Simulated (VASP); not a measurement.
A run of VASP 6.6.1 is set up as follows.

The input INCAR:

```
ALGO = Normal ; EDIFF = 1E-7
EDIFFG = -0.02 ; ENCUT = 600
GGA = PS ; IBRION = 2
ISIF = 3 ; ISMEAR = 0
KPAR = 2 ; LASPH = True
LCHARG = False ; LREAL = False
LWAVE = False ; NELM = 80
NSW = 60 ; PREC = Accurate
SIGMA = 0.02
```

The input KPOINTS:

```
k-points
0
Gamma
  3 3 2
```

POSCAR

```
Ga4P3N
1.0
   -2.6077345200      2.6077345200      0.0000000000
   -2.6077345200     -5.2154690400      2.6077345200
    2.6077345200      2.6077345200      5.2154690400
Ga N P
4 1 3
Direct
    0.0000000000      0.0000000000      0.0000000000
    0.7500000000      0.5000000000      0.2500000000
    0.5000000000      0.0000000000      0.5000000000
    0.2500000000      0.5000000000      0.7500000000
    0.5625000000      0.1250000000      0.1875000000
    0.3125000000      0.6250000000      0.4375000000
    0.0625000000      0.1250000000      0.6875000000
    0.8125000000      0.6250000000      0.9375000000
```

Potentials or basis: VASP PAW PBE potentials, release 64 (Ga_d, N, P).

The run is started by

```bash
$ cat potpaw_PBE.64/Ga_d/POTCAR potpaw_PBE.64/N/POTCAR potpaw_PBE.64/P/POTCAR > POTCAR
$ mpirun -np 2 vasp_std > vasp.out
```

Q: Predict the relaxed volume.

A: 17.71 Å³/atom.

Q: What does it give for the relaxed cell?

A: a = 3.723 Å, b = 6.377 Å, c = 6.351 Å, α = 100.34°, β = 90.00°, γ = 106.97°.

Q: Predict the band gap on the k mesh.

A: 0.06 eV, direct.

Q: What does it give for the space group after relaxing (to 0.05 Å)?

A: Cm (No. 8).

The path:
```csv
step,energy change (eV),largest force (eV/Å),pressure (GPa),volume (Å³)
1,0.0000,3.1946,2.75,141.87
2,-0.8760,1.4338,-3.37,148.19
3,-0.9737,0.8889,-4.99,151.00
4,-1.2405,0.7817,1.68,139.91
5,-1.2534,0.7643,0.34,141.72
6,-1.2999,0.2986,0.14,141.59
7,-1.3021,0.2288,0.10,141.55
8,-1.3093,0.1515,-0.07,141.78
9,-1.3094,0.1558,-0.09,141.80
10,-1.3142,0.1129,-0.02,141.68
11,-1.3162,0.1027,0.06,141.54
12,-1.3172,0.0500,-0.04,141.68
13,-1.3173,0.0339,-0.02,141.66
14,-1.3175,0.0283,0.01,141.64
15,-1.3175,0.0205,0.00,141.65
16,-1.3176,0.0098,0.00,141.65
```

Caveat: the k mesh is coarse (spacing up to 0.59 Å⁻¹), so the values aren't converged; the PAW data sets were made with another functional, which shifts forces and pressure a little; an odd mesh through Γ misses points on the zone boundary, where band edges often lie.
